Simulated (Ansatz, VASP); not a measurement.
# PN: VASP beside Ansatz, part 2 of 2

Wanted: the spread between two codes on one cell, functional and k mesh. The cell is generated by rule, not measured, and may not be a known phase. The cell is taken from a series of runs on this material, whose earlier steps may have relaxed, scaled, displaced or heated it; both programs get it as it stands.

VASP 6.6.1 and Ansatz 0.2.0.

So far: Set-up; Ansatz: zone-centre phonons, PBE.

## Step 3: VASP: zone-centre phonons, PBE

Level of this step: PBE; plane waves and PAW (P, N); invented cell (VASP).

The same cell, functional, mesh and smearing now go to VASP, with its own data sets.

Lines of VASP's logs that name or quote its potential files are left out, and so is its time.

Input file INCAR:

```
SYSTEM = PN
PREC = Accurate
ENCUT = 600
EDIFF = 1E-08
NELM = 120
ISMEAR = 0
SIGMA = 0.02
LREAL = .FALSE.
ALGO = Normal
GGA = PE
NBANDS = 11
LORBIT = 11
LWAVE = .FALSE.
LCHARG = .FALSE.
ISIF = 2
IBRION = 8
LASPH = .TRUE.
GGA_COMPAT = .FALSE.
KPAR = 2
```

Input file POSCAR:

```
PN
1.0
    1.5385965437      0.8883091287      2.5125189500
   -1.5385965437      0.8883091287      2.5125189500
    0.0000000000     -1.7766182573      2.5125189501
P N
1 1
Direct
    0.5000000000      0.5000000000      0.5000000000
    0.0000000000      0.0000000000      0.0000000000
```

Input file KPOINTS:

```
Automatic mesh
0
Gamma
16 16 16
0 0 0
```

The projector-augmented-wave data sets are P and N (PBE family, release 64).

Run with:

```
$ mpirun -np 2 vasp_std
```

Numbers of over 12 decimals in the logs are rounded to 6 here.

The log of the run:

```text
[banner, memory and clock lines left out]
running    2 mpi-ranks, on    1 nodes
 distrk:  each k-point on    1 cores,    2 groups
 distr:  one band on    1 cores,    1 groups

 POSCAR found type information on POSCAR P N
 POSCAR found :  2 types and       2 ions
 LDA part: xc-table for (Slater+PW92), standard interpolation
 POSCAR, INCAR and KPOINTS ok, starting setup
 FFT: planning ... GRIDC
 FFT: planning ... GRID_SOFT
 FFT: planning ... GRID
 WAVECAR not read
 entering main loop
       N       E                     dE             d eps       ncg     rms          rms(c)
DAV:   1     0.192608278567E+02    0.19261E+02   -0.55334E+03  3198   0.947E+02
DAV:   2    -0.112036292994E+02   -0.30464E+02   -0.28758E+02  4219   0.157E+02
DAV:   3    -0.123539836635E+02   -0.11504E+01   -0.11453E+01  3998   0.264E+01
DAV:   4    -0.123587372064E+02   -0.47535E-02   -0.47517E-02  3638   0.181E+00
DAV:   5    -0.123587609660E+02   -0.23760E-04   -0.23759E-04  3881   0.129E-01    0.870E+00
DAV:   6    -0.115243560354E+02    0.83440E+00   -0.93583E+00  3896   0.158E+01    0.419E+00
DAV:   7    -0.114714718365E+02    0.52884E-01   -0.58667E-01  3592   0.504E+00    0.338E+00
DAV:   8    -0.114758844440E+02   -0.44126E-02   -0.58373E-02  3493   0.208E+00    0.923E-01
DAV:   9    -0.114723410953E+02    0.35433E-02   -0.18872E-02  3748   0.808E-01    0.851E-02
DAV:  10    -0.114723940445E+02   -0.52949E-04   -0.44098E-04  3451   0.178E-01    0.170E-02
DAV:  11    -0.114723918770E+02    0.21675E-05   -0.87082E-06  3811   0.201E-02    0.655E-03
DAV:  12    -0.114723916775E+02    0.19952E-06   -0.12394E-06  3469   0.954E-03    0.258E-03
DAV:  13    -0.114723917543E+02   -0.76857E-07   -0.68520E-08  3732   0.201E-03    0.755E-04
DAV:  14    -0.114723917867E+02   -0.32375E-07   -0.51029E-09  2030   0.534E-04    0.228E-04
DAV:  15    -0.114723917964E+02   -0.97161E-08   -0.86260E-10  1895   0.291E-04
   1 F= -.11472392E+02 E0= -.11472356E+02  d E =-.710352E-04
 Linear response reoptimize wavefunctions to high precision
DAV:   1    -0.114723917965E+02   -0.30468E-10   -0.60010E-11  2090   0.939E-05
 Linear response DOF=           2
 Linear response progress:
  Degree of freedom:   1/  2
       N       E                     dE             d eps       ncg     rms          rms(c)
RMM:   1    -0.346145136278E-01   -0.34615E-01    0.28285E-03 33561   0.129E+00
RMM:   2    -0.343994648046E-01    0.21505E-03   -0.93846E-04 21444   0.252E-01    0.159E-01
RMM:   3    -0.337178496598E-01    0.68162E-03   -0.92498E-05 22371   0.600E-02    0.886E-02
RMM:   4    -0.333642421118E-01    0.35361E-03   -0.49346E-05 22444   0.443E-02    0.223E-02
RMM:   5    -0.334125987223E-01   -0.48357E-04    0.56527E-06 22761   0.125E-02    0.137E-03
RMM:   6    -0.334196905729E-01   -0.70919E-05    0.48467E-06 23076   0.115E-03    0.547E-04
RMM:   7    -0.334223904866E-01   -0.26999E-05   -0.94183E-07 23035   0.731E-04    0.205E-04
RMM:   8    -0.334221756516E-01    0.21484E-06    0.12812E-07 24176   0.104E-04    0.117E-04
RMM:   9    -0.334220849546E-01    0.90697E-07    0.63585E-09 23326   0.859E-05    0.914E-06
RMM:  10    -0.334221461218E-01   -0.61167E-07    0.49143E-08 25106   0.222E-05    0.189E-06
RMM:  11    -0.334221394270E-01    0.66947E-08    0.58542E-08 25062   0.180E-05    0.189E-07
 first order change of Fermi-energy   0.88946E-04
 force on displaced ion       1 direction 1 :  11.436  -0.000   0.000
 Linear response progress:
  Degree of freedom:   2/  2
       N       E                     dE             d eps       ncg     rms          rms(c)
RMM:   1    -0.219252587762E+00   -0.21925E+00    0.17364E-01 28530   0.327E+00
RMM:   2    -0.222030129808E+00   -0.27775E-02   -0.40334E-03 21535   0.557E-01    0.174E-01
RMM:   3    -0.222694152808E+00   -0.66402E-03   -0.97617E-05 22146   0.753E-02    0.104E-01
RMM:   4    -0.223857861737E+00   -0.11637E-02   -0.73265E-05 21551   0.647E-02    0.134E-02
RMM:   5    -0.223832903629E+00    0.24958E-04   -0.32635E-06 22838   0.135E-02    0.186E-03
RMM:   6    -0.223816495333E+00    0.16408E-04   -0.24137E-06 23877   0.119E-03    0.771E-04
RMM:   7    -0.223815457133E+00    0.10382E-05    0.74369E-08 23281   0.652E-04    0.198E-04
RMM:   8    -0.223814797293E+00    0.65984E-06   -0.29021E-08 24451   0.151E-04    0.971E-05
RMM:   9    -0.223813766313E+00    0.10310E-05    0.34182E-08 23781   0.111E-04    0.790E-06
RMM:  10    -0.223813838922E+00   -0.72609E-07    0.32671E-08 25750   0.347E-05    0.361E-06
RMM:  11    -0.223813840229E+00   -0.13072E-08    0.78356E-08 25568   0.304E-05    0.458E-07
 first order change of Fermi-energy  -0.40311E-04
 force on displaced ion       2 direction 1 :  11.437  -0.000  -0.000
 Linear response finished
```

Parts of OUTCAR (step 3):

```text
ion  position               nearest neighbor table
   1  0.500  0.500  0.500-   2 2.18   2 2.18   2 2.18   2 2.18   2 2.18   2 2.18
   2  0.000  0.000  0.000-   1 2.18   1 2.18   1 2.18   1 2.18   1 2.18   1 2.18

  LATTYP: Found a face centered cubic cell.
 ALAT       =     4.3518097170

 Subroutine GETGRP returns: Found 48 space group operations
 (whereof 48 operations were pure point group operations)

The static configuration has the point symmetry O_h .

 Found    145 irreducible k-points:

   k-points           NKPTS =    145   k-points in BZ     NKDIM =    145   number of bands    NBANDS=     11

   dimension x,y,z NGX =    28 NGY =   28 NGZ =   28
   dimension x,y,z NGXF=    56 NGYF=   56 NGZF=   56

   ENCUT  =  600.0 eV  44.10 Ry    6.64 a.u.   6.15  6.15  6.15*2*pi/ulx,y,z

   NELECT =      10.0000    total number of electrons

 k-points in reciprocal lattice and weights: Automatic mesh
   0.00000000  0.00000000  0.00000000       0.000
   0.06250000  0.00000000  0.00000000       0.002
   0.12500000  0.00000000  0.00000000       0.002
   0.18750000  0.00000000  0.00000000       0.002
   0.25000000  0.00000000  0.00000000       0.002
   0.31250000  0.00000000  0.00000000       0.002
   0.37500000  0.00000000  0.00000000       0.002
   0.43750000  0.00000000  0.00000000       0.002
   0.50000000  0.00000000  0.00000000       0.001
[...]
-0.31250000  0.50000000  0.18750000       0.003
  -0.25000000  0.50000000  0.25000000       0.001

 average (electrostatic) potential at core
       1 -80.7726       2 -60.3216

  Total       -0.0545379     -0.0545379     -0.0545379      0.0000000      0.0000000      0.0000000
  in kB       -4.2409135     -4.2409135     -4.2409180      0.0000000      0.0000000      0.0000000
  external PRESSURE =      -4.2409150 kB  Pullay stress =       0.0000000 kB

  energy-cutoff  :      600.00
  volume of cell :       20.60
      direct lattice vectors                 reciprocal lattice vectors
     1.538596544  0.888309129  2.512518950     0.324971483  0.187622373  0.132668983
    -1.538596544  0.888309129  2.512518950    -0.324971483  0.187622373  0.132668983
     0.000000000 -1.776618257  2.512518950     0.000000000 -0.375244746  0.132668983

 POSITION                                       TOTAL-FORCE (eV/Angst)
 -----------------------------------------------------------------------------------
      0.00000      0.00000      3.76878         0.000000      0.000000      0.000000
      0.00000      0.00000      0.00000        -0.000000     -0.000000     -0.000000
 -----------------------------------------------------------------------------------
    total drift:                                0.000000      0.000000      0.000000

 Eigenvectors and eigenvalues of the dynamical matrix
 ----------------------------------------------------

   1 f  =    0.000500 THz     0.003141 2PiTHz    0.016675 cm-1     0.002067 meV
             X         Y         Z           dx          dy          dz
      0.000000  0.000000  3.768778     0.000408   -0.052512    0.828229
      0.000000  0.000000  0.000000     0.000275   -0.035303    0.556806

   2 f  =    0.000500 THz     0.003141 2PiTHz    0.016675 cm-1     0.002067 meV
             X         Y         Z           dx          dy          dz
      0.000000  0.000000  3.768778     0.827269   -0.065769   -0.004578
      0.000000  0.000000  0.000000     0.556161   -0.044215   -0.003078

   3 f  =    0.000500 THz     0.003141 2PiTHz    0.016675 cm-1     0.002067 meV
             X         Y         Z           dx          dy          dz
      0.000000  0.000000  3.768778    -0.065927   -0.825614   -0.052314
      0.000000  0.000000  0.000000    -0.044321   -0.555048   -0.035170

   4 f/i=   17.026000 THz   106.977513 2PiTHz  567.926226 cm-1    70.413846 meV
             X         Y         Z           dx          dy          dz
      0.000000  0.000000  3.768778     0.000000   -0.557924   -0.000013
      0.000000  0.000000  0.000000     0.000000    0.829892    0.000019

   5 f/i=   17.026000 THz   106.977513 2PiTHz  567.926226 cm-1    70.413846 meV
             X         Y         Z           dx          dy          dz
      0.000000  0.000000  3.768778     0.557924    0.000000    0.000000
      0.000000  0.000000  0.000000    -0.829892   -0.000000    0.000000

   6 f/i=   17.026009 THz   106.977569 2PiTHz  567.926524 cm-1    70.413883 meV
             X         Y         Z           dx          dy          dz
      0.000000  0.000000  3.768778    -0.000000    0.000013   -0.557924
      0.000000  0.000000  0.000000    -0.000000   -0.000019    0.829892

 ELASTIC MODULI CONTR FROM IONIC RELAXATION (kBar)
 Direction    XX          YY          ZZ          XY          YZ          ZX
 --------------------------------------------------------------------------------
 XX           0.0000      0.0000      0.0000      0.0000      0.0000      0.0000
 YY           0.0000      0.0000      0.0000      0.0000      0.0000      0.0000
 ZZ           0.0000      0.0000      0.0000      0.0000      0.0000      0.0000
 XY           0.0000      0.0000      0.0000      0.0000      0.0000      0.0000
 YZ           0.0000      0.0000      0.0000      0.0000      0.0000      0.0000
 ZX           0.0000      0.0000      0.0000      0.0000      0.0000      0.0000
 --------------------------------------------------------------------------------
```

## Step 4: Differences

Known differences besides the potentials themselves: VASP's run holds the zone centre alone; the cutoff is 420 eV in Ansatz and 600 eV in VASP. Total energies have different zeros and are not compared.

Both answers:

| quantity | Ansatz | VASP | difference |
| --- | --- | --- | --- |
| optical mode 1 to 3 (imaginary, printed as negative) (cm⁻¹) | -562.6 | -567.9 | +5.3 |

Modes are paired by rising frequency, not by their patterns, so a pair may set unlike modes beside each other; they are those without the splitting of longitudinal modes.

## Step 5: Outcome

```
r.m.s. difference of the optical zone-centre modes, each program's sorted by frequency (zone-centre phonons, PBE) : 5.3 cm⁻¹
```

What this shows: The r.m.s. difference of the optical zone-centre modes, each program's sorted by frequency is 5.3 cm⁻¹ (zone-centre phonons, PBE). Such differences can come from data sets, numerical settings and the points named under the comparisons, not from the functional's error against experiment.

[Lines on the potential files, build, host, timing and source positions are cut from VASP's logs without a mark.]

[Logs are printed without paths, hosts, clocks, repeated set-up lines and the standing remarks that a program may print on its own settings, such as how far it seeks lower states.]

[Hosts, paths, dates, database ids (printed as entryN), source tags and the programs' standing remarks are cut or masked in the printed files.]
